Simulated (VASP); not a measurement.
A convergence study with VASP on Ir (fcc): a few settings are varied, all else stays as given below, so the limit is that of these other settings. The cell's lengths are 1 % over those of the tabulated start, so it is off equilibrium.

```
CELL_PARAMETERS angstrom
      0.00000     1.93920     1.93920
      1.93920     0.00000     1.93920
      1.93920     1.93920     0.00000
ATOMIC_POSITIONS crystal
  Ir 0.00000 0.00000 0.00000
```

Computed with LDA (Ceperley-Alder, Perdew-Zunger), VASP's LDA PAW potentials (set 64) (plane waves; VASP). The last row used: LREAL = Auto, 600 eV cut-off, 14×14×14 Γ-centred mesh, first-order Methfessel-Paxton smearing of 0.10 eV, potentials Ir.

```
setting                                        E (eV/atom)  pressure (GPa)  plane waves
---------------------------------------------  -----------  --------------  -----------
ENCUT = 300, LREAL = .FALSE., PREC = Normal       -10.2802          -17.30          190
ENCUT = 400, LREAL = .FALSE., PREC = Normal       -10.2786          -16.38          283
ENCUT = 500, LREAL = .FALSE., PREC = Normal       -10.2788          -16.49          388
ENCUT = 600, LREAL = .FALSE., PREC = Normal       -10.2790          -16.38          531
ENCUT = 500, LREAL = .FALSE., PREC = Accurate     -10.2788          -16.49          388
ENCUT = 600, LREAL = .FALSE., PREC = Accurate     -10.2790          -16.38          531
ENCUT = 300, LREAL = Auto, PREC = Normal          -10.2807          -17.27          190
ENCUT = 400, LREAL = Auto, PREC = Normal          -10.2787          -16.44          283
ENCUT = 500, LREAL = Auto, PREC = Normal          -10.2791          -16.52          388
ENCUT = 600, LREAL = Auto, PREC = Normal          -10.2800          -16.89          531
ENCUT = 300, LREAL = Auto, PREC = Accurate        -10.2807          -17.27          190
ENCUT = 400, LREAL = Auto, PREC = Accurate        -10.2791          -16.39          283
ENCUT = 500, LREAL = Auto, PREC = Accurate        -10.2788          -16.48          388
ENCUT = 600, LREAL = Auto, PREC = Accurate        -10.2801          -16.56          531
```

Left out are rungs that failed or repeat a setting and relaxations that didn't move; long series are thinned to 24 rows.

The compound is Ir in the fcc structure. The cell was not relaxed at this level.
